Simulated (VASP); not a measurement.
```
C
1.0
    1.22357    -2.11928     0.00000
    1.22357     2.11928     0.00000
    0.00000     0.00000     6.61854
C
4
Direct
  0.00000   0.00000   0.25000
  0.00000   0.00000   0.75000
  0.33333   0.66667   0.25000
  0.66667   0.33333   0.75000
```

Level of theory: LDA (Ceperley-Alder, Perdew-Zunger), VASP's LDA PAW potentials (set 64) (plane waves; VASP). Numerical set-up: 520 eV cut-off, Gaussian smearing of 0.050 eV, potentials C.

Question: Give the energies of bands 3 to 10 at the high-symmetry points, in eV from the Fermi level.

Answer: 
```json
[
 {"band": "3", "Γ": "-8.77", "M": "-13.27", "K": "-12.40", "A": "-7.79", "L": "-13.24", "H": "-12.39"},
 {"band": "4", "Γ": "-6.58", "M": "-13.18", "K": "-12.29", "A": "-7.79", "L": "-13.24", "H": "-12.39"},
 {"band": "5", "Γ": "-2.98", "M": "-6.44", "K": "-10.69", "A": "-2.97", "L": "-6.41", "H": "-10.70"},
 {"band": "6", "Γ": "-2.98", "M": "-6.38", "K": "-10.69", "A": "-2.97", "L": "-6.41", "H": "-10.70"},
 {"band": "7", "Γ": "-2.96", "M": "-2.84", "K": "-0.69", "A": "-2.97", "L": "-2.38", "H": "0.01"},
 {"band": "8", "Γ": "-2.96", "M": "-2.09", "K": "-0.02", "A": "-2.97", "L": "-2.38", "H": "0.01"},
 {"band": "9", "Γ": "3.95", "M": "1.47", "K": "-0.02", "A": "6.72", "L": "1.61", "H": "0.02"},
 {"band": "10", "Γ": "8.44", "M": "2.23", "K": "0.81", "A": "6.72", "L": "1.61", "H": "0.02"}
]
```

It has no gap at this level: it comes out as a metal or semimetal.

The compound is C in the graphite structure. It was relaxed first.
